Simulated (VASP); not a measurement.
Level of theory: PBE GGA + U (Dudarev), VASP's PBE PAW potentials (set 64) (plane waves; VASP).

Input for VASP

### INCAR
```
ALGO  =  Normal
EDIFF  =  1E-6
ENCUT  =  400
GGA  =  PE
ISIF  =  2
ISMEAR  =  0
ISPIN  =  2
LASPH  =  T
LCHARG  =  F
LDAU  =  T
LDAUJ  =  0 0
LDAUL  =  2 -1
LDAUTYPE  =  2
LDAUU  =  3.32 0
LMAXMIX  =  4
LORBIT  =  11
LREAL  =  F
LWAVE  =  F
MAGMOM  =  4*3.0 4*0.0
NELM  =  100
PREC  =  Accurate
SIGMA  =  0.272
SYSTEM  =  CoO
```

### KPOINTS
```
Automatic mesh
0
Gamma
9 9 1
0 0 0
```

File POSCAR:
```
CoO
1.0
  3.0161910000   0.0000000000   0.0000000000
 -3.0161910000   3.0161910000   0.0000000000
  0.0000000000   0.0000000000  18.3900000000
Co O
4 4
Cartesian
  0.0000000000   0.0000000000   8.1299983200
 -1.5080955000   1.5080955000   5.9999949600
  0.0000000000   0.0000000000  12.3900050400
 -1.5080955000   1.5080955000  10.2600016800
  0.0000000000   0.0000000000   5.9999949600
 -1.5080955000   1.5080955000   8.1299983200
  0.0000000000   0.0000000000  10.2600016800
 -1.5080955000   1.5080955000  12.3900050400
```

POTCAR, in this order: Co O (PBE.64 set). Program: vasp_std.

Output

OUTCAR:
```
 ion  position               nearest neighbor table
   1  0.000  0.000  0.442-   5 2.13   7 2.13   6 2.13   6 2.13   6 2.13   6 2.13   2 3.01   2 3.01
                             2 3.01   2 3.01   4 3.01   4 3.01   4 3.01   4 3.01
   2  0.000  0.500  0.326-   6 2.13   5 2.13   5 2.13   5 2.13   5 2.13   1 3.01   1 3.01   1 3.01
                             1 3.01
   3  0.000  0.000  0.674-   7 2.13   8 2.13   8 2.13   8 2.13   8 2.13   4 3.01   4 3.01   4 3.01
                             4 3.01
   4  0.000  0.500  0.558-   8 2.13   6 2.13   7 2.13   7 2.13   7 2.13   7 2.13   3 3.01   3 3.01
                             3 3.01   3 3.01   1 3.01   1 3.01   1 3.01   1 3.01
   5  0.000  0.000  0.326-   1 2.13   2 2.13   2 2.13   2 2.13   2 2.13
   6  0.000  0.500  0.442-   2 2.13   4 2.13   1 2.13   1 2.13   1 2.13   1 2.13
   7  0.000  0.000  0.558-   3 2.13   1 2.13   4 2.13   4 2.13   4 2.13   4 2.13
   8  0.000  0.500  0.674-   4 2.13   3 2.13   3 2.13   3 2.13   3 2.13
  LATTYP: Found a simple tetragonal cell.
 ALAT       =     3.0161910000
 C/A-ratio  =     6.0970939838
 Subroutine PRICEL returns:
 Original cell was already a primitive cell.
 Subroutine GETGRP returns: Found 16 space group operations
The static configuration has the point symmetry C_4v.
 The point group associated with its full space group is D_4h.
The dynamic configuration has the point symmetry C_4v.
The overall configuration has the point symmetry C_4v.
 Subroutine INISYM returns: Found 16 space group operations
 Subroutine IBZKPT returns following result:
 Found     15 irreducible k-points:

 Following reciprocal coordinates:
            Coordinates               Weight
  0.000000  0.000000  0.000000      1.000000
  0.111111  0.000000  0.000000      4.000000
  0.222222  0.000000  0.000000      4.000000
  0.333333  0.000000  0.000000      4.000000
  0.444444  0.000000  0.000000      4.000000
  0.000000  0.111111  0.000000      4.000000
  0.111111  0.111111  0.000000      8.000000
  0.222222  0.111111  0.000000      8.000000
  0.333333  0.111111  0.000000      8.000000
  0.000000  0.222222  0.000000      4.000000
  0.111111  0.222222  0.000000      8.000000
...
```

OSZICAR:
```
       N       E                     dE             d eps       ncg     rms          rms(c)
DAV:   1     0.570631614816E+03    0.57063E+03   -0.23611E+04  2520   0.123E+03
DAV:   2     0.526794224618E+02   -0.51795E+03   -0.46776E+03  2772   0.334E+02
DAV:   3    -0.492763977355E+02   -0.10196E+03   -0.98475E+02  3020   0.166E+02
DAV:   4    -0.536634537271E+02   -0.43871E+01   -0.43262E+01  3014   0.388E+01
DAV:   5    -0.537631314881E+02   -0.99678E-01   -0.99555E-01  2982   0.575E+00    0.303E+01
DAV:   6    -0.500347656537E+02    0.37284E+01   -0.11513E+02  3678   0.126E+02    0.504E+01
DAV:   7    -0.494110273437E+02    0.62374E+00   -0.49451E+01  3274   0.105E+02    0.422E+01
DAV:   8    -0.439945161266E+02    0.54165E+01   -0.15625E+01  3504   0.656E+01    0.182E+01
DAV:   9    -0.441419951109E+02   -0.14748E+00   -0.39134E+00  3678   0.366E+01    0.979E+00
DAV:  10    -0.464097813179E+02   -0.22678E+01   -0.72825E+00  3732   0.303E+01    0.189E+01
DAV:  11    -0.451749175175E+02    0.12349E+01   -0.23745E+00  3550   0.335E+01    0.144E+01
DAV:  12    -0.447863749594E+02    0.38854E+00   -0.63974E-01  3836   0.184E+01    0.314E+00
DAV:  13    -0.452709729156E+02   -0.48460E+00   -0.61145E-01  3440   0.848E+00    0.334E+00
DAV:  14    -0.453932808566E+02   -0.12231E+00   -0.10005E-01  3208   0.271E+00    0.282E+00
DAV:  15    -0.452037902074E+02    0.18949E+00   -0.89970E-02  3272   0.281E+00    0.326E+00
DAV:  16    -0.450773413962E+02    0.12645E+00   -0.44284E-02  3670   0.165E+00    0.320E+00
DAV:  17    -0.457457848004E+02   -0.66844E+00   -0.10283E+00  3352   0.108E+01    0.319E+00
DAV:  18    -0.458233782874E+02   -0.77593E-01   -0.25433E-01  3336   0.544E+00    0.272E+00
DAV:  19    -0.457847874826E+02    0.38591E-01   -0.68579E-02  3428   0.519E+00    0.176E+00
DAV:  20    -0.457797222097E+02    0.50653E-02   -0.23651E-02  3754   0.222E+00    0.154E+00
DAV:  21    -0.457697581708E+02    0.99640E-02   -0.18922E-02  3366   0.310E+00    0.103E+00
DAV:  22    -0.457602216444E+02    0.95365E-02   -0.11432E-02  3608   0.173E+00    0.997E-01
DAV:  23    -0.457569479863E+02    0.32737E-02   -0.21808E-02  3436   0.282E+00    0.478E-01
DAV:  24    -0.457607091541E+02   -0.37612E-02   -0.51513E-03  3444   0.849E-01    0.428E-01
DAV:  25    -0.457582580271E+02    0.24511E-02   -0.19915E-03  3678   0.103E+00    0.247E-01
DAV:  26    -0.457580788002E+02    0.17923E-03   -0.15347E-03  3686   0.991E-01    0.114E-01
DAV:  27    -0.457575418860E+02    0.53691E-03   -0.24436E-03  3534   0.619E-01    0.151E-01
DAV:  28    -0.457585773359E+02   -0.10354E-02   -0.83332E-04  3316   0.460E-01    0.675E-02
DAV:  29    -0.457589817663E+02   -0.40443E-03   -0.30645E-04  3382   0.186E-01    0.447E-02
DAV:  30    -0.457592120925E+02   -0.23033E-03   -0.66566E-05  2754   0.701E-02    0.392E-02
DAV:  31    -0.457593408967E+02   -0.12880E-03   -0.89342E-06  2932   0.438E-02    0.293E-02
DAV:  32    -0.457595115313E+02   -0.17063E-03   -0.11951E-04  3140   0.138E-01    0.405E-02
DAV:  33    -0.457596002735E+02   -0.88742E-04   -0.17557E-05  3114   0.495E-02    0.352E-02
DAV:  34    -0.457596383373E+02   -0.38064E-04   -0.11553E-05  3060   0.529E-02    0.229E-02
DAV:  35    -0.457596468815E+02   -0.85442E-05   -0.47597E-06  2778   0.560E-02    0.187E-02
DAV:  36    -0.457596557928E+02   -0.89113E-05   -0.54748E-06  2706   0.460E-02    0.103E-02
DAV:  37    -0.457596588996E+02   -0.31068E-05   -0.31235E-06  2314   0.246E-02    0.600E-03
DAV:  38    -0.457596601086E+02   -0.12090E-05   -0.27378E-06  2276   0.155E-02    0.170E-03
DAV:  39    -0.457596605118E+02   -0.40325E-06   -0.67015E-07  1826   0.698E-03
   1 F= -.45759661E+02 E0= -.45653050E+02  d E =-.213221E+00  mag=    11.7593
```

OUTCAR:
```
------------------------ aborting loop because EDIFF is reached ----------------------------------------
  FORCE on cell =-STRESS in cart. coord.  units (eV):
  Direction    XX          YY          ZZ          XY          YZ          ZX
  --------------------------------------------------------------------------------------
  Total       -7.3791042     -7.3791042      0.0381807      0.0000000      0.0000000     -0.0000000
  in kB      -70.6667010    -70.6667010      0.3656416      0.0000000      0.0000000     -0.0000000
  external PRESSURE =     -46.9892535 kB  Pullay stress =       0.0000000 kB
  volume of cell :      167.30
      direct lattice vectors                 reciprocal lattice vectors
     3.016191000  0.000000000  0.000000000     0.331543990  0.331543990  0.000000000
    -3.016191000  3.016191000  0.000000000     0.000000000  0.331543990  0.000000000
     0.000000000  0.000000000 18.390000000     0.000000000  0.000000000  0.054377379
 POSITION                                       TOTAL-FORCE (eV/Angst)
 -----------------------------------------------------------------------------------
      0.00000      0.00000      8.13000        -0.000000      0.000000     -0.290279
     -1.50810      1.50810      5.99999        -0.000000      0.000000      0.333684
      0.00000      0.00000     12.39001        -0.000000      0.000000     -0.333684
     -1.50810      1.50810     10.26000         0.000000     -0.000000      0.290279
      0.00000      0.00000      5.99999         0.000000      0.000000     -0.624009
     -1.50810      1.50810      8.13000         0.000000      0.000000     -0.205365
      0.00000      0.00000     10.26000        -0.000000      0.000000      0.205365
     -1.50810      1.50810     12.39001         0.000000     -0.000000      0.624009
 -----------------------------------------------------------------------------------
    total drift:                               -0.000000      0.000000      0.000000
  FREE ENERGIE OF THE ION-ELECTRON SYSTEM (eV)
  ---------------------------------------------------
  free  energy   TOTEN  =       -45.7596605118 eV

  energy  without entropy=      -45.5464395899  energy(sigma->0) =      -45.65305005

 total charge

# of ion       s       p       d       tot
------------------------------------------
    1        0.301   0.366   7.132   7.799
    2        0.291   0.312   7.120   7.722
    3        0.291   0.312   7.120   7.722
    4        0.301   0.366   7.132   7.799
    5        1.580   3.407   0.000   4.986
    6        1.577   3.472   0.000   5.049
    7        1.577   3.472   0.000   5.049
    8        1.580   3.407   0.000   4.986
--------------------------------------------------
tot          7.496  15.113  28.504  51.113

 magnetization (x)

# of ion       s       p       d       tot
------------------------------------------
    1        0.023   0.018   2.690   2.731
    2        0.025   0.021   2.584   2.630
    3        0.025   0.021   2.584   2.630
    4        0.023   0.018   2.690   2.731
    5        0.017   0.152   0.000   0.169
    6        0.024   0.217   0.000   0.242
    7        0.024   0.217   0.000   0.242
    8        0.017   0.152   0.000   0.169
--------------------------------------------------
tot          0.179   0.814  10.549  11.543
```
(Selected blocks of OUTCAR.)

At this cut-off the stress carries a Pulay error, which pulls relaxed volumes low. The cell holds a wide vacuum, so values per volume refer to the whole cell. The moments were started parallel, and other spin orders were not tried in this run.

The cell is a sheet with vacuum, built from a generated structure. A gapless solution with U can be a metastable orbital state.
